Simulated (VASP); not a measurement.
An input for Quantum ESPRESSO's pw.x (written as the equivalent of a VASP run, and not itself run):

```
&CONTROL
  calculation = 'vc-relax'
  pseudo_dir = './pseudo'
  outdir = './out'
  tprnfor = .true.
  tstress = .true.
  nstep = 60
  forc_conv_thr = 0.00039
/
&SYSTEM
  ibrav = 0
  nat = 3
  ntyp = 2
  ecutwfc = 86
  occupations = 'smearing'
  smearing = 'methfessel-paxton'
  degauss = 0.00735
  input_dft = 'pz'
/
&ELECTRONS
  conv_thr = 7.3e-08
  electron_maxstep = 100
/
&IONS
/
&CELL
/
ATOMIC_SPECIES
  Zr 91.224 Zr.upf
  Se 78.971 Se.upf
CELL_PARAMETERS angstrom
     1.8510172   -3.2060560   -0.0000000
     1.8510172    3.2060560    0.0000000
     0.0000000    0.0000000    5.9463178
ATOMIC_POSITIONS crystal
  Zr   0.0000000  0.0000000  0.0000000
  Se   0.3333330  0.6666670  0.2661656
  Se   0.6666670  0.3333330  0.7338344
K_POINTS automatic
  10 10 6 0 0 0
```

Q: Translate this input to VASP (INCAR, KPOINTS, POSCAR, choice of POTCAR).

A: Several could match; the one computed here: 
### KPOINTS
```
Automatic mesh
0
Gamma
10 10 6
0 0 0
```

**INCAR**
```
! general
SYSTEM  = ZrSe2
PREC    = Accurate
ENCUT   = 520   ! plane-wave cut-off (eV)
LREAL   = F   ! projection in real space or not
LASPH   = T

! electronic loop
EDIFF   = 1E-6
NELM    = 100
ALGO    = Normal
LMAXMIX = 4

! smearing
ISMEAR  = 1
SIGMA   = 0.1

! ions
IBRION  = 2
NSW     = 60   ! most ionic steps
ISIF    = 3
EDIFFG  = -0.01

! output
LWAVE   = F
LCHARG  = F
```

POSCAR:
```
ZrSe2
1.0
  1.8510171983  -3.2060560485   0.0000000000
  1.8510171983   3.2060560485   0.0000000000
  0.0000000000   0.0000000000   5.9463178202
Zr Se
1 2
Direct
  0.0000000000   0.0000000000   0.0000000000
  0.3333330000   0.6666670000   0.2661656487
  0.6666670000   0.3333330000   0.7338343513
```

POTCAR, in this order: Zr_sv Se (LDA.64 set). Program: vasp_std.

The two are equivalent in intent, not identical: the potentials are each code's own (VASP's PAW set, PseudoDojo norm-conserving files in pw.x), so ENCUT and ecutwfc are chosen apart and not converted; conv_thr bounds pw.x's estimated SCF error, while EDIFF bounds the energy change between steps; forc_conv_thr acts on force components and is met together with etot_conv_thr.

The compound is ZrSe2 in the 1T layered structure. This run relaxes it. Symmetry was kept, so distortions that lower it aren't found. The start is the result of an earlier pass.
